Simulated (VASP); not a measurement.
Given:

```yaml
crystal:
  lattice:
    - [0.00000, 2.18000, 2.18000]
    - [2.18000, 0.00000, 2.18000]
    - [2.18000, 2.18000, 0.00000]
  atoms:
    - { symbol: Si, position: [0.00000, 0.00000, 0.00000] }
    - { symbol: C, position: [0.25000, 0.25000, 0.25000] }
```

Calculation: PBEsol GGA, VASP's PBE PAW potentials (set 64) (plane waves; VASP 6.6.1). Run with 520 eV cut-off, 19×19×19 Γ-centred mesh, Gaussian smearing of 0.010 eV, potentials Si C.

Problem. Give the direction-averaged independent-particle dielectric function (no local fields, no excitons; a broadening of 0.1 eV leaves a tail below the gap, and fine structure carries the noise of the k-mesh).

Solution. 
| ħω (eV) | ε₁ | ε₂ |
|---|---|---|
| 0.00 | 7.36 | 0.00 |
| 0.40 | 7.38 | 0.01 |
| 0.80 | 7.44 | 0.02 |
| 1.20 | 7.54 | 0.03 |
| 1.60 | 7.70 | 0.05 |
| 2.00 | 7.91 | 0.06 |
| 2.40 | 8.19 | 0.08 |
| 2.80 | 8.56 | 0.11 |
| 3.20 | 9.06 | 0.15 |
| 3.60 | 9.76 | 0.21 |
| 4.00 | 10.79 | 0.33 |
| 4.40 | 12.65 | 0.94 |
| 4.80 | 14.38 | 2.42 |
| 5.20 | 14.96 | 5.29 |
| 5.60 | 15.93 | 7.37 |
| 6.00 | 15.85 | 11.41 |
| 6.40 | 14.85 | 16.06 |
| 6.80 | 4.88 | 22.60 |
| 7.20 | -1.98 | 12.77 |
| 7.60 | -0.98 | 10.35 |
| 8.00 | 2.65 | 14.45 |
| 8.40 | -2.21 | 13.81 |
| 8.80 | -3.95 | 11.51 |
| 9.20 | -5.12 | 7.68 |
| 9.60 | -4.67 | 7.23 |
| 10.00 | -5.49 | 5.03 |
| 10.40 | -3.43 | 4.56 |
| 10.80 | -3.73 | 4.34 |
| 11.20 | -3.94 | 2.89 |
| 11.60 | -3.15 | 2.55 |
| 12.00 | -2.32 | 2.90 |
| 12.40 | -2.62 | 2.57 |
ε₂ peaks at 6.9 eV (height 22.9), 8.1 eV (height 14.8); ε₁(0) averages 7.36, so the electronic refractive index below the gap tends to √7.36 = 2.71.

The compound is SiC in the zinc blende structure. The cell was not relaxed at this level.
